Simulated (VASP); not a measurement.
Given:

```xyz
2
Lattice="0.0000 3.1405 3.1405 3.1405 0.0000 3.1405 3.1405 3.1405 0.0000" Properties=species:S:1:pos:R:3 pbc="T T T"
Ga     0.0000     0.0000     0.0000
Sb     1.5702     1.5702     1.5702
```

The numbers are results of PBE GGA, VASP's PBE PAW potentials (set 64) (plane waves; VASP), not measurements. Numerical set-up: 520 eV cut-off, 10×10×10 Γ-centred mesh, first-order Methfessel-Paxton smearing of 0.10 eV, potentials Ga_d Sb.

Unless said otherwise, spin-orbit coupling is left out, though it shifts the bands of the heavy elements here.

Q: Estimate the energy per atom (σ→0), pressure, band gap (on the k-mesh) with the smallest direct gap where there is one.

A: 
- band gap (on the k-mesh) = none (metal, semimetal or under 0.01 eV)
- energy per atom (σ→0) = -3.682 eV/atom
- pressure = -1.28 GPa

Total energies compare only between runs with the same potentials, cut-off and functional.

The compound is GaSb in the zinc blende structure. This cell is one point of a volume scan, at 1.03 of the reference volume.
